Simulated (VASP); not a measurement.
Level of theory: r2SCAN meta-GGA, VASP's PBE PAW potentials (set 64) (plane waves; VASP).

VASP input:

**KPOINTS**
```
K-points
0
gamma
 8 8 8
0 0 0
```

### INCAR
```
SYSTEM = LiCl
PREC = Accurate
ENCUT = 520
EDIFF = 1E-6
NELM = 100
ALGO = Normal
LREAL = .FALSE.
LASPH = .TRUE.
ISMEAR = 0
SIGMA = 0.05
METAGGA = R2SCAN
LMIXTAU = .TRUE.
LWAVE = .FALSE.
LCHARG = .FALSE.
IBRION = 2
ISIF = 3
NSW = 60
EDIFFG = -0.01
```

**POSCAR**
```
LiCl
1
    0.0000000000     2.5700000000     2.5700000000
    2.5700000000     0.0000000000     2.5700000000
    2.5700000000     2.5700000000     0.0000000000
Li Cl
1 1
Direct
  0.0000000000   0.0000000000   0.0000000000
  0.5000000000   0.5000000000   0.5000000000
```

POTCAR, in this order: Li_sv Cl (PBE.64 set). Program: vasp_std.

Question: What will the output report for the number of irreducible k-points (NKPTS), largest plane-wave count, number of space-group operations, FFT grid (NGX, NGY, NGZ)?

Answer: 
The number of irreducible k-points (NKPTS) is 29, the largest plane-wave count is 941 and the number of space-group operations comes out as 48. The FFT grid (NGX, NGY, NGZ) is 28 × 28 × 28.

The compound is LiCl in the rock salt structure. This run relaxes it. Symmetry was kept, so distortions that lower it aren't found.
